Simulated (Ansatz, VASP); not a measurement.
# Pt (Pt(110) monolayer): VASP beside Ansatz

One calculation is typed for both programs; each brings its own data sets. How far apart do they land? The cell is taken from a series of runs on this material, whose earlier steps may have relaxed, scaled, displaced or heated it; both programs get it as it stands.

Method: plane waves, with VASP 6.6.1 beside it; single point at PBE, in Ansatz 0.2.0.

## (1) The starting structure

The cell holds 1 atom: 1 Pt. Its edges and angles: a = 3.920 Å, b = 2.772 Å, c = 18.000 Å, α = 90.0°, β = 90.0°, γ = 90.0°. Vacuum lies along c.

## (2) Ansatz: single point, PBE, pair 1

Ansatz runs on its default PAW (the set named soft_2) files.

A single point gives forces, pressure and levels at one fixed geometry, so differences don't come from the geometry; what else differs is listed under the comparison.

input.yaml reads:

```yaml
crystal:
  lattice:
    - [3.92, 0.0, 0.0]
    - [0.0, 2.7718585823, 0.0]
    - [0.0, 0.0, 18.0]
  atoms:
    - { symbol: Pt, position: [0.5, 0.5, 0.5] }
kpoints:
  mp_grid: { grid: [11, 15, 1] }
hamiltonian:
  xc: pbe
scf:
  occupations: { method: fermi_dirac, width: 0.1 }
  convergence: { dr2_threshold: 1.0e-09 }
efield:
  axis: 3
  dipole_correction: true
  ramp_position: 0.97
  ramp_width: 0.06
output:
  write_potential: true
  write_density: true
  volumetric_format: npy
  elf: true
```

The run is started by

```
$ ansatz run input.yaml --threads 2 --pin off --max-ram 3072MiB --backend cpu --events-out ev --progress --plain --runs-dir out
```

Numbers of over 12 decimals in the logs are rounded to 6 here.

Log:

```text
Engine: ansatz 0.2.0, aarch64-unknown-linux-gnu
Pseudopotentials: kind: paw
Pseudopotential: Pt, paw, valence charge 18, recommended cutoff 420 eV (normal), Pt.paw.azcp
Functional definition: PBE
  parameter kappa = 0.804
  parameter beta = 0.066725
  exchange = pbe_x(kappa = kappa, mu = beta*pi^2/3)
  correlation = pbe_c(beta = beta)
Crystal: 1 atoms, lattice volume = 195.582 Å³
Basis set: ecut = 420 eV, 3817 PW (Γ)
Bands: 13, of which v1, the nominal top of the filled ones, is band 9 counted from 1 (8 counted from 0)
Symmetry: 4 space group operations
k-points: 48 of 165
Non-local potential: Pt, projectors of the file, l = 0: 3, l = 1: 2, l = 2: 2, l = 3: 1
PAW form: soft (Blöchl's): semilocal exchange-correlation on the pseudo side does not see the compensation charge
PAW one-centre angular grid: Pt, 590 points (default); XC on 64 Gauss nodes
Initial density: superposition of atomic densities (neutral atoms: chi_scale 0, normalization atom), corrected by the library's trained network
Initial wavefunctions: pseudopotential atomic-orbital guess
Functional: x = pbe(κ = 0.804, μ = 0.219515), c = pbe(β = 0.066725)
SCF iter   1: F=—  HF=-12519.914686 eV  |F-HF|=—  |Δ(HF+E_count)|=         —  Δρ=3.19e-3  dr2=6.29e-3  ethr=1.77e-3  p=-0.000 e·Å  D=-8.02e-17 V/Å  ΔV_dip=0.00 eV  dr2_dipole=2.80e-13  V_vac-E_F(+/−)=6.15/6.15 eV  ⟨swp⟩=5.0  Hψ=3376  notcnv=0
efield: sawtooth ramp at fractional position 0.9700 (set: `efield.ramp_position`, or a place that a band, a saddle search or an elastic batch's reference lends), width 0.0600; the density the first Hamiltonian is built on has a dipole p = -0.000 e·Å; the dipole correction subtracts the counter field D = -8.02e-17 V/Å, which shifts the + side's vacuum level by +0.00 eV against the − side's; the planar-averaged density in the ramp window peaks in size at 2.3e-6 e/Å³
preconditioner: auto → LDOS  [metal: Δε(μ)=0.022 eV  Ē_g=6.395 eV  σ=0.100 eV  W_gap=0.05  n_scr=20 (ndim 8)  ℏωp=8.4 eV  f_vac=0.772  D(μ)=3.62/eV (n_scr^D=20)  β→1.0]
SCF iter   2: F=—  HF=-12519.915355 eV  |F-HF|=—  |Δ(HF+E_count)|=   6.69e-4  Δρ=1.98e-3  dr2=3.97e-3  ethr=3.49e-5  p=-0.000 e·Å  D=-2.33e-7 V/Å  ΔV_dip=0.00 eV  dr2_dipole=2.24e-12  V_vac-E_F(+/−)=6.24/6.24 eV  ⟨swp⟩=2.6  Hψ=1561  notcnv=0
SCF iter   3: F=—  HF=-12519.914855 eV  |F-HF|=—  |Δ(HF+E_count)|=   5.00e-4  Δρ=1.10e-3  dr2=1.50e-3  ethr=2.21e-5  p=-0.000 e·Å  D=-1.21e-7 V/Å  ΔV_dip=0.00 eV  dr2_dipole=8.14e-14  V_vac-E_F(+/−)=6.23/6.23 eV  ⟨swp⟩=2.7  Hψ=1055  notcnv=0
SCF iter   4: F=—  HF=-12519.914619 eV  |F-HF|=—  |Δ(HF+E_count)|=   2.36e-4  Δρ=2.93e-4  dr2=9.58e-5  ethr=8.34e-6  p=-0.000 e·Å  D=-1.69e-7 V/Å  ΔV_dip=0.00 eV  dr2_dipole=7.51e-14  V_vac-E_F(+/−)=6.23/6.23 eV  ⟨swp⟩=1.0  Hψ=624  notcnv=0
SCF iter   5: F=—  HF=-12519.914611 eV  |F-HF|=—  |Δ(HF+E_count)|=   8.21e-6  Δρ=6.49e-5  dr2=7.51e-6  ethr=5.32e-7  p=-0.000 e·Å  D=-1.45e-7 V/Å  ΔV_dip=0.00 eV  dr2_dipole=8.35e-14  V_vac-E_F(+/−)=6.23/6.23 eV  ⟨swp⟩=1.1  Hψ=654  notcnv=0
SCF iter   6: F=—  HF=-12519.914611 eV  |F-HF|=—  |Δ(HF+E_count)|=   3.66e-7  Δρ=9.16e-6  dr2=1.93e-7  ethr=4.17e-8  p=-0.000 e·Å  D=-3.14e-8 V/Å  ΔV_dip=0.00 eV  dr2_dipole=3.30e-15  V_vac-E_F(+/−)=6.23/6.23 eV  ⟨swp⟩=2.1  Hψ=827  notcnv=0
SCF iter   7: F=—  HF=-12519.914579 eV  |F-HF|=—  |Δ(HF+E_count)|=   3.14e-5  Δρ=2.59e-6  dr2=1.04e-8  ethr=1.07e-9  p=-0.000 e·Å  D=-8.53e-9 V/Å  ΔV_dip=0.00 eV  dr2_dipole=4.04e-16  V_vac-E_F(+/−)=6.23/6.23 eV  ⟨swp⟩=2.2  Hψ=881  notcnv=0
SCF iter   8: F=-12519.914579 eV  HF=-12519.914579 eV  |F-HF|=2.00e-11  |Δ(HF+E_count)|=   5.24e-9  Δρ=7.73e-7  dr2=7.56e-10  ethr=5.56e-12  p=0.000 e·Å  D=3.72e-10 V/Å  ΔV_dip=-0.00 eV  dr2_dipole=1.77e-18  V_vac-E_F(+/−)=6.23/6.23 eV  ⟨swp⟩=2.6  Hψ=2498  notcnv=0
SCF 1 converged in 8 iterations: F = -12519.914579 eV  dr2 = 7.56e-10
  greatest PAW one-centre occupation: 1.000 electrons in one spin orbital (limit 2), on the Pt atom at site 0 (counted from 0), in its partial waves of l = 0
WARN: The output density's exchange-correlation potential varies sharply where the density is thin. Do not read a vacuum level from v_tot or v_xc, or from such a field of the output density. On a cell that repeats whose density bears no net charge and no dipole along the vacuum's axis use v_es (v_loc + v_h of the components); under efield.dipole_correction with no amplitude use v_es + v_field, which holds any externa [...]
SCF converged after 8 iterations
Free energy (F): -12519.914579 eV
Harris-Foulkes:  -12519.914579 eV  (|F-HF|=2.00e-11)
Internal energy: -12519.790797 eV  (E = F + TS)
E sigma→0 (E₀):  -12519.852688 eV
Entropy (-TS):   -0.123783 eV (-123.783 meV/atom)
Fermi energy:    -3.983287 eV
Dipole field:    D = 0.000000 V/Å  (p = 0.000000 e·Å, saw-weighted, corrected)
Work function:   Φ+ = 6.2302 eV   Φ− = 6.2302 eV
Levels:          The Fermi level and band energies are counted from a zero that moves with the ramp; work functions are not
--- Per-component energies (eV) ---
  E_band       = -581.096301
  E_kinetic    = 633.180727
  E_local      = -9140.874271  (includes V_loc(G=0)·N_el)
  E_nonlocal   = 202.979446
  E_hartree    = 4154.676719
  E_xc         = -256.695724
  E_vxc        = -295.638428  (∫ρ·V_xc dr)
  E_paw        = -9454.999866  (= ΣΔE_a)
  E_vpaw       = -290.096425  (= ΣTr[D̂ρ^β])
  E_aug_tail   = 0.000198  (compensation charges beyond the density's cutoff)
  E_efield     = 0.000000  (sawtooth field / dipole correction)
  E_vefield    = 0.000000  (∫n·V_field dr)
  E_ewald      = 1341.941974
  E_smearing   = -0.123783  (= −TS)
  E_closure    = 0.000000  (closes the sum)
  Σ components = -12519.914579   (vs F -12519.914579, Δ=0.00e0)
--- Band table (eV; the first three rows and the last of 48) ---
  k-point 0: bands = [... 5 lower, -5.7365, -4.7753, -4.5923, -3.7765, -3.7440, -0.6621, 1.9818, 2.6690]
  k-point 1: bands = [... 5 lower, -5.6954, -4.7496, -4.5766, -3.9016, -3.8991, -0.4932, 2.0664, 2.7641]
  k-point 2: bands = [... 5 lower, -5.5774, -4.6742, -4.5318, -4.2869, -4.2218, -0.0562, 2.3205, 3.0457]
  k-point 47: bands = [... 5 lower, -5.9513, -4.4203, -4.1973, -3.6743, 0.2945, 2.5574, 3.2367, 5.5038]
```

In the SCF lines HF is the Harris–Foulkes energy and dr2 the Hartree energy of the density residual, in eV; the loop may stop once dr2 is under the threshold and the program's other checks hold. Hψ counts applications of the Hamiltonian.

## (3) VASP: single point, PBE, pair 1

The same cell, functional, mesh and smearing now go to VASP, with its own data sets.

Lines of VASP's logs that name or quote its potential files are left out, and so is its time.

INCAR reads:

```
SYSTEM = Pt
PREC = Accurate
ENCUT = 400
EDIFF = 1E-06
NELM = 120
ISMEAR = -1
SIGMA = 0.1
LREAL = .FALSE.
ALGO = Normal
GGA = PE
NBANDS = 11
LASPH = .TRUE.
LORBIT = 11
LWAVE = .FALSE.
LCHARG = .FALSE.
ISIF = 2
LDIPOL = .TRUE.
IDIPOL = 3
DIPOL = 0.5 0.5 0.5
LVHAR = .TRUE.
GGA_COMPAT = .FALSE.
NELMDL = -8
KPAR = 2
```

POSCAR reads:

```
Pt
1.0
    3.9200000000      0.0000000000      0.0000000000
    0.0000000000      2.7718585823      0.0000000000
    0.0000000000      0.0000000000     18.0000000000
Pt
1
Direct
    0.5000000000      0.5000000000      0.5000000000
```

KPOINTS reads:

```
Automatic mesh
0
Gamma
11 15 1
0 0 0
```

PAW data sets: Pt (PBE family, release 64).

The run is started by

```
$ mpirun -np 2 vasp_std
```

Log:

```text
[banner, memory and clock lines left out]
running    2 mpi-ranks, on    1 nodes
 distrk:  each k-point on    1 cores,    2 groups
 distr:  one band on    1 cores,    1 groups

 POSCAR found type information on POSCAR Pt
 POSCAR found :  1 types and       1 ions
 LDA part: xc-table for (Slater+PW92), standard interpolation
 POSCAR, INCAR and KPOINTS ok, starting setup
 FFT: planning ... GRIDC
 FFT: planning ... GRID_SOFT
 FFT: planning ... GRID
 WAVECAR not read
 entering main loop
       N       E                     dE             d eps       ncg     rms          rms(c)
DAV:   1     0.570289408786E+02    0.57029E+02   -0.24860E+03  1056   0.493E+02
DAV:   2     0.745021360358E+00   -0.56284E+02   -0.50681E+02  1821   0.856E+01
DAV:   3    -0.316948052327E+01   -0.39145E+01   -0.36700E+01  1287   0.310E+01
DAV:   4    -0.320744228726E+01   -0.37962E-01   -0.37877E-01  1185   0.362E+00
DAV:   5    -0.320810241413E+01   -0.66013E-03   -0.66008E-03  1229   0.530E-01
DAV:   6    -0.320812220594E+01   -0.19792E-04   -0.19791E-04  1252   0.879E-02
DAV:   7    -0.320812280173E+01   -0.59579E-06   -0.59620E-06  1172   0.149E-02
DAV:   8    -0.320812282254E+01   -0.20816E-07   -0.20979E-07   837   0.276E-03    0.352E+00
DAV:   9    -0.300845889759E+01    0.19966E+00   -0.11297E+00  1110   0.603E+00    0.219E+00
DAV:  10    -0.299918105265E+01    0.92778E-02   -0.27392E-02  1131   0.113E+00    0.121E+00
DAV:  11    -0.299826038243E+01    0.92067E-03   -0.69221E-03  1101   0.476E-01    0.244E-01
DAV:  12    -0.299798272053E+01    0.27766E-03   -0.12220E-03  1097   0.156E-01    0.499E-02
DAV:  13    -0.299800804256E+01   -0.25322E-04   -0.54277E-05  1123   0.350E-02    0.129E-02
DAV:  14    -0.299802062809E+01   -0.12586E-04   -0.31104E-06  1098   0.922E-03    0.664E-03
DAV:  15    -0.299804067080E+01   -0.20043E-04   -0.42051E-06  1089   0.119E-02    0.121E-03
DAV:  16    -0.299804605529E+01   -0.53845E-05   -0.38331E-07  1147   0.290E-03    0.603E-04
DAV:  17    -0.299804954706E+01   -0.34918E-05   -0.18992E-07  1116   0.178E-03    0.177E-04
DAV:  18    -0.299805099624E+01   -0.14492E-05   -0.51244E-08  1117   0.783E-04    0.868E-05
DAV:  19    -0.299805190325E+01   -0.90700E-06   -0.52503E-08  1117   0.696E-04
   1 F= -.29980519E+01 E0= -.29341462E+01  d E =-.127811E+00
```

Parts of OUTCAR (step 3):

```text
ion  position               nearest neighbor table
   1  0.500  0.500  0.500-

  LATTYP: Found a simple orthorhombic cell.
 ALAT       =     2.7718585823
 B/A-ratio  =     1.4142135623
 C/A-ratio  =     6.4938377863

 Subroutine GETGRP returns: Found  8 space group operations
 (whereof  8 operations were pure point group operations)

The static configuration has the point symmetry D_2h.

 Found     48 irreducible k-points:

   k-points           NKPTS =     48   k-points in BZ     NKDIM =     48   number of bands    NBANDS=     11

   dimension x,y,z NGX =    28 NGY =   18 NGZ =  120
   dimension x,y,z NGXF=    56 NGYF=   36 NGZF=  240

   ENCUT  =  400.0 eV  29.40 Ry    5.42 a.u.   6.39  4.52 29.35*2*pi/ulx,y,z

   NELECT =      10.0000    total number of electrons

 k-points in reciprocal lattice and weights: Automatic mesh
   0.00000000  0.00000000  0.00000000       0.006
   0.09090909  0.00000000  0.00000000       0.012
   0.18181818  0.00000000  0.00000000       0.012
   0.27272727  0.00000000  0.00000000       0.012
   0.36363636  0.00000000  0.00000000       0.012
   0.45454545  0.00000000  0.00000000       0.012
   0.00000000  0.06666667  0.00000000       0.012
   0.09090909  0.06666667  0.00000000       0.024
   0.18181818  0.06666667  0.00000000       0.024
[...]
0.36363636  0.46666667  0.00000000       0.024
   0.45454545  0.46666667  0.00000000       0.024

 dipolmoment           0.000000      0.000000     -0.000000 electrons x Angstroem

 average (electrostatic) potential at core
       1 -77.2631

 E-fermi :  -4.9297

 k-point     1 :       0.0000    0.0000    0.0000
  band No.  band energies     occupation
      1      -9.0312      2.00000
      2      -6.6752      2.00000
      3      -5.7044      1.99914
      4      -5.5183      1.99446
      5      -4.7314      0.24198
      6      -4.6951      0.17477
      7      -1.5968      0.00000
      8       1.0746      0.00000
      9       1.7722      0.00000
    ...

 k-point     2 :       0.0909    0.0000    0.0000
  band No.  band energies     occupation
      1      -9.0138      2.00000
      2      -6.5887      2.00000
      3      -5.6969      1.99907
      4      -5.5498      1.99595
      5      -4.7383      0.25708
      6      -4.6945      0.17370
      7      -1.5005      0.00000
      8       1.1486      0.00000
      9       1.8522      0.00000
    ...

 k-point     3 :       0.1818    0.0000    0.0000
  band No.  band energies     occupation
      1      -8.9697      2.00000
      2      -6.3270      2.00000
      3      -5.6765      1.99886
      4      -5.6303      1.99819
      5      -4.7567      0.30125
      6      -4.6926      0.17084
      7      -1.2285      0.00000
      8       1.2102      0.00000
      9       1.5122      0.00000
    ...

  Total       -2.1461321     -5.7384498     -0.0143100     -0.0000000      0.0000000      0.0000000
  in kB      -17.5807500    -47.0084061     -0.1172251     -0.0000000      0.0000000      0.0000000
  external PRESSURE =     -21.5687938 kB  Pullay stress =       0.0000000 kB

  energy-cutoff  :      400.00
  volume of cell :      195.58
      direct lattice vectors                 reciprocal lattice vectors
     3.920000000  0.000000000  0.000000000     0.255102041  0.000000000  0.000000000
     0.000000000  2.771858582  0.000000000     0.000000000  0.360768766  0.000000000
     0.000000000  0.000000000 18.000000000     0.000000000  0.000000000  0.055555556

 POSITION                                       TOTAL-FORCE (eV/Angst)
 -----------------------------------------------------------------------------------
      1.96000      1.38593      9.00000         0.000000      0.000000      0.000000
 -----------------------------------------------------------------------------------
    total drift:                                0.000000      0.000000      0.000000

  FREE ENERGIE OF THE ION-ELECTRON SYSTEM (eV)
  ---------------------------------------------------
  free  energy   TOTEN  =        -2.9980519032 eV

  energy  without entropy=       -2.8702405584  energy(sigma->0) =       -2.93414623

 vacuum level on the upper side and lower side of the slab         1.306         1.306

 total charge
# of ion       s       p       d       tot
------------------------------------------
    1        0.562   0.102   8.020   8.684

[... 3 further parts left out ...]
```

## (4) Comparison

Known differences besides the potentials themselves: the data sets hold 18 valence electrons in Ansatz (on its default PAW (the set named soft_2) files) and 10 in VASP; the cutoff is 420 eV in Ansatz and 400 eV in VASP. Total energies have different zeros and are not compared.

The two programs side by side:

| quantity | Ansatz | VASP | difference |
| --- | --- | --- | --- |
| work function, lower of the two faces (eV) | 6.23 | 6.24 | -0.01 |
| work function, higher of the two faces (eV) | 6.23 | 6.24 | -0.01 |

With vacuum in the cell, a pressure given here is an average over mostly empty space and none of the material.

## (5) Ansatz: single point, PBE, pair 2

A single point gives forces, pressure and levels at one fixed geometry, so differences don't come from the geometry; what else differs is listed under the comparison. This pair takes another cell of the material, with 2 atoms against 1 for the pair before.

The cell is taken from a series of runs on this material, whose earlier steps may have relaxed, scaled, displaced or heated it; both programs get it as it stands.

input.yaml, the sections that differ from step 2:

```yaml
crystal:
  lattice:
    - [3.92, 0.0, 0.0]
    - [0.0, 2.7718585823, 0.0]
    - [0.0, 0.0, 19.3859292911]
  atoms:
    - { symbol: Pt, position: [0.5, 0.5, 0.4642542467] }
    - { symbol: Pt, position: [0.0, 0.0, 0.5357457533] }
output:
  write_potential: true
  write_density: true
  volumetric_format: npy
# kpoints, hamiltonian, scf, efield: as in step 2
```

The run is started by

```
$ ansatz run input.yaml --threads 2 --pin off --max-ram 3072MiB --backend cpu --events-out ev --progress --plain --runs-dir out
```

Log:

```text
[...]
Crystal: 2 atoms, lattice volume = 210.641 Å³
Basis set: ecut = 420 eV, 4097 PW (Γ)
Bands: 22, of which v1, the nominal top of the filled ones, is band 18 counted from 1 (17 counted from 0)
Symmetry: 4 space group operations
k-points: 48 of 165
[...]
k-point 0: bands = [... 14 lower, -2.2623, -2.2250, -2.0738, -1.4535, -1.1730, -0.9096, 2.8518, 4.0926]
  k-point 1: bands = [... 14 lower, -2.3941, -2.2045, -2.0760, -1.4132, -1.0258, -0.9567, 2.9546, 4.1786]
  k-point 2: bands = [... 14 lower, -2.6815, -2.4725, -1.7781, -1.3625, -1.2813, -0.5008, 3.2480, 4.4351]
  k-point 47: bands = [... 14 lower, -2.4647, -2.4154, -1.0780, -1.0227, 1.6967, 2.1976, 4.6539, 5.0883]
[key lines of the parts left out:]
SCF converged after 8 iterations
Free energy (F): -25043.561178 eV
Fermi energy:    -1.234685 eV
Dipole field:    D = -0.000007 V/Å  (p = -0.000008 e·Å, saw-weighted, corrected)
Work function:   Φ+ = 5.2854 eV   Φ− = 5.2853 eV
```

## (6) VASP: single point, PBE, pair 2

The same cell, functional, mesh and smearing now go to VASP, with its own data sets.

Changes to INCAR since step 3:

```diff
@@ -10,3 +10,3 @@
 GGA = PE
-NBANDS = 11
+NBANDS = 16
 LASPH = .TRUE.
```

POSCAR reads:

```
Pt
1.0
    3.9200000000      0.0000000000      0.0000000000
    0.0000000000      2.7718585823      0.0000000000
    0.0000000000      0.0000000000     19.3859292911
Pt
2
Direct
    0.5000000000      0.5000000000      0.4642542467
    0.0000000000      0.0000000000      0.5357457533
```

KPOINTS is that of step 3.

The run is started by

```
$ mpirun -np 2 vasp_std
```

Log:

```text
[banner, memory and clock lines left out]
running    2 mpi-ranks, on    1 nodes
[...]
LDA part: xc-table for (Slater+PW92), standard interpolation
 POSCAR, INCAR and KPOINTS ok, starting setup
[...]
entering main loop
       N       E                     dE             d eps       ncg     rms          rms(c)
DAV:   1     0.118671279525E+03    0.11867E+03   -0.59708E+03  1536   0.752E+02
DAV:   2    -0.326588794547E+01   -0.12194E+03   -0.11044E+03  2368   0.151E+02
DAV:   3    -0.102103495193E+02   -0.69445E+01   -0.67460E+01  1664   0.448E+01
DAV:   4    -0.102923623838E+02   -0.82013E-01   -0.81476E-01  2016   0.524E+00
[...]
DAV:  21    -0.973439718725E+01   -0.36512E-05   -0.13391E-07  1400   0.978E-04    0.143E-04
DAV:  22    -0.973439883862E+01   -0.16514E-05   -0.48796E-08  1344   0.610E-04    0.889E-05
DAV:  23    -0.973439952026E+01   -0.68164E-06   -0.18217E-08  1280   0.395E-04
   1 F= -.97343995E+01 E0= -.96503878E+01  d E =-.168023E+00
```

Parts of OUTCAR (step 6):

```text
  Total       -3.1889502     -5.7348352     -2.6706543      0.0000000      0.0000000      0.0000000
  in kB      -24.2557419    -43.6202112    -20.3134877      0.0000000      0.0000000      0.0000000
  external PRESSURE =     -29.3964803 kB  Pullay stress =       0.0000000 kB

 POSITION                                       TOTAL-FORCE (eV/Angst)
 -----------------------------------------------------------------------------------
      1.96000      1.38593      9.00000         0.000000      0.000000      1.907830
      0.00000      0.00000     10.38593         0.000000      0.000000     -1.907830
 -----------------------------------------------------------------------------------
    total drift:                                0.000000     -0.000000     -0.000000

  FREE ENERGIE OF THE ION-ELECTRON SYSTEM (eV)
  ---------------------------------------------------
  free  energy   TOTEN  =        -9.7343995203 eV

  energy  without entropy=       -9.5663761294  energy(sigma->0) =       -9.65038782

[... 3 further parts left out ...]
[key lines of the parts left out:]
E-fermi :  -2.9828
```

## (7) Comparison

What differs besides the data sets and the points named for the pairs above, as far as they apply: the data sets hold 36 valence electrons in Ansatz (on its default PAW (the set named soft_2) files) and 20 in VASP. Total energies have different zeros and are not compared.

Compared:

| quantity | Ansatz | VASP | difference |
| --- | --- | --- | --- |
| work function, lower of the two faces (eV) | 5.29 | 5.29 | 0.00 |
| work function, higher of the two faces (eV) | 5.29 | 5.29 | 0.00 |

With vacuum in the cell, a pressure given here is an average over mostly empty space and none of the material.

(Part 1 of 2 ends here.)

[Lines on the potential files, build, host, timing and source positions are cut from VASP's logs without a mark.]

[Logs are printed without paths, hosts, clocks, repeated set-up lines and the standing remarks that a program may print on its own settings, such as how far it seeks lower states.]

[Hosts, paths, dates, database ids (printed as entryN), source tags and the programs' standing remarks are cut or masked in the printed files.]
